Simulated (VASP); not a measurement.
Sr:

```
Sr
1.0
     0.00000    2.96082    2.96082
     2.96082    0.00000    2.96082
     2.96082    2.96082    0.00000
Sr
1
Cartesian
  0.0000 0.0000 0.0000
```

Base run:

```yaml
Program: VASP 6.6.1
Functional: PBEsol
Potentials_or_basis: VASP PAW PBE potentials, release 64 (Sr_sv)
Cutoff: 520 eV
k_mesh: 12 × 12 × 12
Occupations: gaussian, width 0.5 eV
Spin: no spin polarisation
```

Its results: band gap on the k mesh none (metal or under the smearing width); pressure 0.2 GPa.

**Question.** After a change of settings the same cell gave: band gap on the k mesh none (metal or under the smearing width); pressure 1.2 GPa. Which change was it?
A. cutoff from 520 eV to 900 eV; occupations from gaussian, width 0.5 eV to gaussian, width 0.1 eV
B. k mesh from 12 × 12 × 12 to 18 × 18 × 18; occupations from gaussian, width 0.5 eV to gaussian, width 0.1 eV
C. functional from PBEsol to r2SCAN; occupations from gaussian, width 0.5 eV to gaussian, width 0.1 eV

**Answer.** C.

Caveats: the PAW data sets were made with another functional, which shifts forces and pressure a little.
